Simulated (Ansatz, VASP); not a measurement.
**Two plane-wave programs on Li2B**

INCAR

```
PREC = Accurate
ENCUT = 600
EDIFF = 1E-6
ISMEAR = 0
SIGMA = 0.1
LREAL = F
LASPH = T
NELM = 80
ALGO = Normal
ISIF = 3
LWAVE = F
LCHARG = F
GGA = PE
IBRION = 2
NSW = 90
EDIFFG = -0.04
```

Contents of KPOINTS:

```
regular mesh
0
Gamma
  12 12 2
```

The input POSCAR:

```
Li2B
1.0
    2.0595510500      0.0000000000      0.0000000000
   -1.0297755300      1.7836235300      0.0000000000
    0.0000000000      0.0000000000     10.9660448900
Li B
2 1
Direct
    0.6666666700      0.3333333300      0.9079995200
    0.6666666700      0.3333333300      0.0920004800
    0.3333333300      0.6666666700      0.0000000000
```

Input for Ansatz:

```yaml
crystal:
  lattice:
    - [2.05955105, 0.0, 0.0]
    - [-1.02977553, 1.78362353, 0.0]
    - [0.0, 0.0, 10.96604489]
  atoms:
    - { symbol: Li, position: [0.66666667, 0.33333333, 0.90799952] }
    - { symbol: Li, position: [0.66666667, 0.33333333, 0.09200048] }
    - { symbol: B, position: [0.33333333, 0.66666667, 0.0] }
basis:
  ecutwfc: 420
kpoints:
  mp_grid: { grid: [12, 12, 2] }
hamiltonian:
  xc: pbe
scf:
  occupations: { method: gaussian, width: 0.1 }
  lower_state_search: "off"
output:
  forces: true
  stress: true
  eigenvalues: true
relax:
  adjacent_minimum: "off"
  f_tol: 0.04
  max_steps: 70
  cell: { stress_tol: 0.4 }
```

Change from the starting cell: species swapped into the WS2 type (P-6m2, No. 187).

Alike in both runs: task relaxation of cell and atoms; functional PBE; k mesh 12 × 12 × 2; occupations gaussian, width 0.1 eV; no spin polarisation.

|  | VASP | Ansatz |
| --- | --- | --- |
| version | VASP 6.6.1 | Ansatz 0.2.0 |
| potentials or method | VASP PAW PBE potentials, release 64 (Li_sv, B) | scalar-relativistic, plane waves, PAW |
| plane-wave cutoff (eV) | 600 | 420 |
| valence electrons in the cell | 9 | 9 |

|  | VASP | Ansatz | Ansatz less VASP |
| --- | --- | --- | --- |
| gap on the k mesh at the Fermi level, each at its own relaxed structure (eV) | none | none | - |
| relaxed volume (Å³/atom) | 10.71 | 11.18 | +0.467 |
| relaxed cell length with the largest relative difference (Å) | 2.430 | 2.479 | +0.0490 |
| energy change over the relaxation (meV/atom) | -3109 | -3092 | +17.4 |

A gap of «none» marks a metal or a gap that the smearing closes.

Caveats: the cutoff is under 1.25 times the usual one of these potentials, so pressure, stress and relaxed cells hold a basis-set (Pulay) error (VASP); the volume moved by over 15 % at a fixed basis, so the end points are rough (VASP).
